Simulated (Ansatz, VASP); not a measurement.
# Na2WO4: VASP beside Ansatz

Aim: how closely do two programs agree when they are given the same cell, functional and k mesh? Of the first pair: The cell is taken from a series of runs on this material, whose earlier steps may have relaxed, scaled, displaced or heated it; both programs get it as it stands.

Method: plane waves, with VASP 6.6.1 beside it; PBEsol and LDA, in Ansatz 0.2.0.

### 1. Set-up

Symmetry: Fd-3m, No. 227, cubic system. Conventional cell: a = 9.130 Å, b = 9.130 Å, c = 9.130 Å, α = 90.00°, β = 90.00°, γ = 90.00°. Nearest to Na lie 6 O at 2.40 Å. Nearest to W lie 4 O at 1.78 Å. Nearest to O lie 1 W at 1.78 Å and 3 Na at 2.40 Å. Farther neighbours and most contacts between anions are not listed.

### 2. VASP: relaxation of cell and atoms, PBEsol, pair 1

The relaxed volume is the usual yardstick between codes: in a stiff, nearly cubic crystal its relative difference is about their pressure difference at one cell divided by the bulk modulus.

Lines of VASP's logs that name or quote its potential files are left out, and so is its time.

Contents of INCAR:

```
SYSTEM = Na2WO4
PREC = Accurate
ENCUT = 600
EDIFF = 1E-07
NELM = 120
ISMEAR = 0
SIGMA = 0.02
LREAL = .FALSE.
ALGO = Normal
GGA = PS
NBANDS = 58
LASPH = .TRUE.
LORBIT = 11
LWAVE = .FALSE.
LCHARG = .FALSE.
ISIF = 3
IBRION = 2
NSW = 80
EDIFFG = -0.005
GGA_COMPAT = .FALSE.
NELMIN = 4
EFERMI = MIDGAP
KPAR = 4
```

Contents of POSCAR:

```
Na2WO4
1.0
    0.0000000000      4.5648700000      4.5648700000
    4.5648700000      0.0000000000      4.5648700000
    4.5648700000      4.5648700000      0.0000000000
Na W O
4 2 8
Direct
    0.6250000000      0.6250000000      0.6250000000
    0.1250000000      0.6250000000      0.6250000000
    0.6250000000      0.6250000000      0.1250000000
    0.6250000000      0.1250000000      0.6250000000
    0.0000000000      0.0000000000      1.0000000000
    0.2500000000      0.2500000000      0.2500000000
    0.8872459676      0.8872459676      0.8872459676
    0.9117379027      0.3627540324      0.3627540324
    0.8872459676      0.8872459676      0.3382620973
    0.3627540324      0.9117379027      0.3627540324
    0.3382620973      0.8872459676      0.8872459676
    0.3627540324      0.3627540324      0.3627540324
    0.8872459676      0.3382620973      0.8872459676
    0.3627540324      0.3627540324      0.9117379027
```

Contents of KPOINTS:

```
Automatic mesh
0
Gamma
4 4 4
0 0 0
```

PAW data sets: Na_pv, W and O (PBE family, release 64).

The run is started by

```
> mpirun -np 4 vasp_std
```

Numbers of over 12 decimals in the logs are rounded to 6 here.

Output:

```text
[banner, memory and clock lines left out]
running    4 mpi-ranks, on    1 nodes
 distrk:  each k-point on    1 cores,    4 groups
 distr:  one band on    1 cores,    1 groups

 POSCAR found type information on POSCAR NaW O
 POSCAR found :  3 types and      14 ions
|                                                                             |
|               ----> ADVICE to this user running VASP <----                  |
|                                                                             |
|     You enforced a specific xc type in the INCAR file but a different       |
|     [... a line on the potential file left out ...]
|     I HOPE YOU KNOW WHAT YOU ARE DOING!                                     |
|                                                                             |

 LDA part: xc-table for (Slater+PW92), standard interpolation
 POSCAR, INCAR and KPOINTS ok, starting setup
 FFT: planning ... GRIDC
 FFT: planning ... GRID_SOFT
 FFT: planning ... GRID
 WAVECAR not read
 entering main loop
       N       E                     dE             d eps       ncg     rms          rms(c)
DAV:   1     0.111977385930E+04    0.11198E+04   -0.46131E+04   928   0.187E+03
DAV:   2     0.940563357863E+02   -0.10257E+04   -0.97099E+03   960   0.513E+02
DAV:   3    -0.112221278158E+03   -0.20628E+03   -0.20030E+03  1072   0.217E+02
DAV:   4    -0.125374515877E+03   -0.13153E+02   -0.12975E+02  1084   0.594E+01
DAV:   5    -0.125800036487E+03   -0.42552E+00   -0.42398E+00  1144   0.110E+01    0.825E+01
DAV:   6    -0.106125130494E+03    0.19675E+02   -0.89088E+01  1398   0.453E+01    0.195E+01
DAV:   7    -0.105042218362E+03    0.10829E+01   -0.14697E+01  1194   0.192E+01    0.280E+01
DAV:   8    -0.104734847942E+03    0.30737E+00   -0.15968E+00  1092   0.784E+00    0.142E+01
DAV:   9    -0.104596721507E+03    0.13813E+00   -0.19438E-01  1040   0.299E+00    0.780E-01
DAV:  10    -0.104597179063E+03   -0.45756E-03   -0.11301E-02  1252   0.505E-01    0.587E-01
DAV:  11    -0.104592180970E+03    0.49981E-02   -0.13816E-02  1102   0.534E-01    0.912E-01
DAV:  12    -0.104592506872E+03   -0.32590E-03   -0.20320E-03  1254   0.214E-01    0.533E-01
DAV:  13    -0.104592543820E+03   -0.36948E-04   -0.17739E-04  1104   0.717E-02    0.237E-01
DAV:  14    -0.104592538131E+03    0.56887E-05   -0.13846E-05  1300   0.214E-02    0.170E-01
DAV:  15    -0.104592532532E+03    0.55989E-05   -0.75586E-06  1176   0.131E-02    0.135E-01
DAV:  16    -0.104592531309E+03    0.12234E-05   -0.24622E-06  1220   0.611E-03    0.903E-02
DAV:  17    -0.104592530896E+03    0.41305E-06   -0.80785E-07  1044   0.385E-03    0.565E-02
DAV:  18    -0.104592530727E+03    0.16865E-06   -0.78060E-07  1098   0.373E-03    0.225E-02
DAV:  19    -0.104592530712E+03    0.14929E-07   -0.10171E-07   554   0.155E-03
   1 F= -.10459253E+03 E0= -.10459253E+03  d E =-.104593E+03
[... from here on, the cycles between the ionic steps are left out ...]
   2 F= -.10437186E+03 E0= -.10437186E+03  d E =0.220671E+00
   3 F= -.10462733E+03 E0= -.10462733E+03  d E =-.348038E-01
   4 F= -.10462734E+03 E0= -.10462734E+03  d E =-.348124E-01
   5 F= -.10463026E+03 E0= -.10463026E+03  d E =-.292050E-02
   6 F= -.10463212E+03 E0= -.10463212E+03  d E =-.477797E-02
   7 F= -.10463216E+03 E0= -.10463216E+03  d E =-.481382E-02
   8 F= -.10463216E+03 E0= -.10463216E+03  d E =-.481345E-02
   9 F= -.10463212E+03 E0= -.10463212E+03  d E =0.331873E-04
 trial-energy change:    0.000033  1 .order    0.000031   -0.000031    0.000093
 step:   0.2605(harm=  0.2796)  dis= 0.00005  next Energy=  -104.632160 (dE=-0.350E-05)
 bond charge predicted
       N       E                     dE             d eps       ncg     rms          rms(c)
DAV:   1    -0.104632171857E+03   -0.48531E-04   -0.45762E-03   942   0.362E-01    0.520E-02
DAV:   2    -0.104632163827E+03    0.80303E-05   -0.13967E-04  1086   0.691E-02    0.896E-02
DAV:   3    -0.104632162540E+03    0.12867E-05   -0.52627E-06   976   0.120E-02    0.713E-02
DAV:   4    -0.104632160500E+03    0.20398E-05   -0.86211E-06  1340   0.210E-02    0.267E-02
DAV:   5    -0.104632160057E+03    0.44302E-06   -0.15430E-06  1028   0.687E-03    0.126E-02
DAV:   6    -0.104632159925E+03    0.13248E-06   -0.35954E-07   736   0.347E-03    0.712E-03
DAV:   7    -0.104632159923E+03    0.13106E-08   -0.31338E-07   764   0.312E-03
  10 F= -.10463216E+03 E0= -.10463216E+03  d E =-.339951E-05
 curvature:  -0.14 expect dE=-0.192E-06 dE for cont linesearch -0.989E-08
 trial: gam=-0.01383 g(F)=  0.607E-06 g(S)=  0.784E-06 ort = 0.138E-05 (trialstep = 0.956E+00)
 search vector abs. value=  0.136E-05
 reached required accuracy - stopping structural energy minimisation
```

From OUTCAR (step 2):

```text
ion  position               nearest neighbor table
   1  0.625  0.625  0.625-
   2  0.125  0.625  0.625-
   3  0.625  0.625  0.125-
   4  0.625  0.125  0.625-
   5  0.000  0.000  0.000-   7 1.78   9 1.78  11 1.78  13 1.78
   6  0.250  0.250  0.250-  12 1.78  10 1.78   8 1.78  14 1.78
   7  0.887  0.887  0.887-   5 1.78
   8  0.912  0.363  0.363-   6 1.78
   9  0.887  0.887  0.338-   5 1.78
  10  0.363  0.912  0.363-   6 1.78
  11  0.338  0.887  0.887-   5 1.78
  12  0.363  0.363  0.363-   6 1.78
  13  0.887  0.338  0.887-   5 1.78
  14  0.363  0.363  0.912-   6 1.78

  LATTYP: Found a face centered cubic cell.
 ALAT       =     9.1297400000

 Subroutine GETGRP returns: Found 48 space group operations
 (whereof 24 operations were pure point group operations)

The static configuration has the point symmetry T_d .
 The point group associated with its full space group is O_h .

 Found      8 irreducible k-points:

   k-points           NKPTS =      8   k-points in BZ     NKDIM =      8   number of bands    NBANDS=     58

   dimension x,y,z NGX =    54 NGY =   54 NGZ =   54
   dimension x,y,z NGXF=   108 NGYF=  108 NGZF=  108

   ENCUT  =  600.0 eV  44.10 Ry    6.64 a.u.  12.89 12.89 12.89*2*pi/ulx,y,z

   NELECT =      88.0000    total number of electrons

 k-points in reciprocal lattice and weights: Automatic mesh
   0.00000000  0.00000000  0.00000000       0.016
   0.25000000  0.00000000  0.00000000       0.125
   0.50000000  0.00000000  0.00000000       0.062
   0.25000000  0.25000000  0.00000000       0.094
   0.50000000  0.25000000  0.00000000       0.375
  -0.25000000  0.25000000  0.00000000       0.188
   0.50000000  0.50000000  0.00000000       0.047
  -0.25000000  0.50000000  0.25000000       0.094

 average (electrostatic) potential at core
       1 -45.9306       2 -45.9306       3 -45.9306       4 -45.9306       5 -44.6022
       6 -44.6022       7 -73.1606       8 -73.1606       9 -73.1606      10 -73.1606
      11 -73.1606      12 -73.1606      13 -73.1606      14 -73.1606

 E-fermi :   2.2940

 k-point     1 :       0.0000    0.0000    0.0000
  band No.  band energies     occupation
    ...
     40      -0.3614      2.00000
     41      -0.3614      2.00000
     42      -0.1925      2.00000
     43      -0.1925      2.00000
     44      -0.1925      2.00000
     45       4.7805      0.00000
     46       4.8881      0.00000
     47       4.8881      0.00000
     48       5.0224      0.00000
     49       5.0224      0.00000
    ...

 k-point     2 :       0.2500    0.0000    0.0000
  band No.  band energies     occupation
    ...
     40      -0.4124      2.00000
     41      -0.4124      2.00000
     42      -0.2647      2.00000
     43      -0.2647      2.00000
     44      -0.2402      2.00000
     45       4.9169      0.00000
     46       4.9169      0.00000
     47       5.0712      0.00000
     48       5.0712      0.00000
     49       5.3117      0.00000
    ...

 k-point     3 :       0.5000    0.0000    0.0000
  band No.  band energies     occupation
    ...
     40      -0.3731      2.00000
     41      -0.3731      2.00000
     42      -0.3645      2.00000
     43      -0.3645      2.00000
     44      -0.3058      2.00000
     45       4.9439      0.00000
     46       4.9439      0.00000
     47       5.1212      0.00000
     48       5.1212      0.00000
     49       5.6975      0.00000
    ...

  Total       -0.0087070     -0.0087070     -0.0087070      0.0000000      0.0000000      0.0000000
  in kB       -0.0736789     -0.0736789     -0.0736789      0.0000000      0.0000000      0.0000000
  external PRESSURE =      -0.0736789 kB  Pullay stress =       0.0000000 kB

  energy-cutoff  :      600.00
  volume of cell :      189.34
      direct lattice vectors                 reciprocal lattice vectors
     0.000000000  4.557588647  4.557588647    -0.109707137  0.109707137  0.109707137
     4.557588647 -0.000000000  4.557588647     0.109707137 -0.109707137  0.109707137
     4.557588647  4.557588647  0.000000000     0.109707137  0.109707137 -0.109707137

 POSITION                                       TOTAL-FORCE (eV/Angst)
 -----------------------------------------------------------------------------------
      5.69699      5.69699      5.69699        -0.000000     -0.000000     -0.000000
      5.69699      3.41819      3.41819        -0.000000     -0.000000     -0.000000
      3.41819      3.41819      5.69699        -0.000000     -0.000000     -0.000000
      3.41819      5.69699      3.41819        -0.000000     -0.000000     -0.000000
      0.00000      0.00000      0.00000        -0.000000     -0.000000     -0.000000
      2.27879      2.27879      2.27879        -0.000000     -0.000000     -0.000000
      8.07808      8.07808      8.07808        -0.000724     -0.000724     -0.000724
      3.31589      5.79929      5.79929         0.000724     -0.000724     -0.000724
      5.59468      5.59468      8.07808         0.000724      0.000724     -0.000724
      5.79929      3.31589      5.79929        -0.000724      0.000724     -0.000724
      8.07808      5.59468      5.59468        -0.000724      0.000724      0.000724
      3.31589      3.31589      3.31589         0.000724      0.000724      0.000724
      5.59468      8.07808      5.59468         0.000724     -0.000724      0.000724
      5.79929      5.79929      3.31589        -0.000724     -0.000724      0.000724
 -----------------------------------------------------------------------------------
    total drift:                               -0.000000     -0.000000      0.000000

  FREE ENERGIE OF THE ION-ELECTRON SYSTEM (eV)
  ---------------------------------------------------
  free  energy   TOTEN  =      -104.6321599234 eV

  energy  without entropy=     -104.6321599234  energy(sigma->0) =     -104.63215992

 reached required accuracy - stopping structural energy minimisation

 total charge
# of ion       s       p       d       tot
------------------------------------------
    1        0.049   5.994   0.000   6.043
    2        0.049   5.994   0.000   6.043
    3        0.049   5.994   0.000   6.043
    4        0.049   5.994   0.000   6.043
    5        0.792   1.013   4.580   6.386
    6        0.792   1.013   4.580   6.386
    7        1.563   3.443   0.000   5.006
    8        1.563   3.443   0.000   5.006
    9        1.563   3.443   0.000   5.006
   10        1.563   3.443   0.000   5.006
   11        1.563   3.443   0.000   5.006
   12        1.563   3.443   0.000   5.006
   13        1.563   3.443   0.000   5.006
   14        1.563   3.443   0.000   5.006
--------------------------------------------------
tot         14.287  53.544   9.161  76.992

[... 3 further parts left out ...]
```

CONTCAR:

```
Na2WO4
   1.00000000000000
     0.0000000000000000    4.5575886469094922    4.5575886469094922
     4.5575886469094922   -0.0000000000000000    4.5575886469094922
     4.5575886469094922    4.5575886469094922    0.0000000000000000
  Na              W               O
     4     2     8
Direct
     0.6250000000000000    0.6250000000000000    0.6250000000000000
     0.1250000000000000    0.6250000000000000    0.6250000000000000
     0.6250000000000000    0.6250000000000000    0.1250000000000000
     0.6250000000000000    0.1250000000000000    0.6250000000000000
     0.0000000000000000    0.0000000000000000    0.0000000000000000
     0.2500000000000000    0.2500000000000000    0.2500000000000000
     0.8862235327463795    0.8862235327463795    0.8862235327463795
     0.9086705981391295    0.3637764672536206    0.3637764672536206
     0.8862235327463795    0.8862235327463795    0.3413294018608706
     0.3637764672536206    0.9086705981391295    0.3637764672536206
     0.3413294018608706    0.8862235327463795    0.8862235327463795
     0.3637764672536206    0.3637764672536206    0.3637764672536206
     0.8862235327463795    0.3413294018608706    0.8862235327463795
     0.3637764672536206    0.3637764672536206    0.9086705981391295
```

This run has no spin polarisation, so a moment on W, if there is one, isn't seen. The data set W keeps the semicore shell frozen, which is cheaper and a little less accurate. The run keeps the 48 symmetry operations of its start, so it cannot find a distortion of lower symmetry.

[end of part 1 of 3]

[Lines on the potential files, build, host, timing and source positions are cut from VASP's logs without a mark.]

[Logs are printed without paths, hosts, clocks, repeated set-up lines and the standing remarks that a program may print on its own settings, such as how far it seeks lower states.]

[Hosts, paths, dates, database ids (printed as entryN), source tags and the programs' standing remarks are cut or masked in the printed files.]
